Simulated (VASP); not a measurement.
```
CELL_PARAMETERS angstrom
      1.66881     0.96349     6.32841
     -1.66881     0.96349     6.32841
      0.00000    -1.92698     6.32841
ATOMIC_POSITIONS crystal
  Ta 0.83325 0.83325 0.83325
  S  0.41820 0.41820 0.41820
  S  0.58156 0.58156 0.58156
```

The numbers are results of LDA (Ceperley-Alder, Perdew-Zunger), VASP's LDA PAW potentials (set 64) (plane waves; VASP), not measurements. Numerical set-up: 300 eV cut-off, 8×8×8 Γ-centred mesh, Fermi-Dirac smearing of 0.050 eV, potentials Ta_pv S.

At this cut-off the stress carries a Pulay error, which pulls relaxed volumes low. Unless said otherwise, spin-orbit coupling is left out, though it shifts the bands of the heavy elements here.

What does the run give for the energy per atom (σ→0), pressure, band gap (on the k-mesh) with the smallest direct gap where there is one?

| Property | Value |
|---|---|
| band gap (on the k-mesh) | none (metal, semimetal or under 0.01 eV) |
| energy per atom (σ→0) | -8.490 eV/atom |
| pressure | -5.47 GPa |

Total energies compare only between runs with the same potentials, cut-off and functional.

The structure comes from a computed database's TaS2 entry (R3m); how it stands against other phases isn't given here. The cell was not relaxed at this level. The electron count is odd and the run is not spin-polarised, which forces a metal.
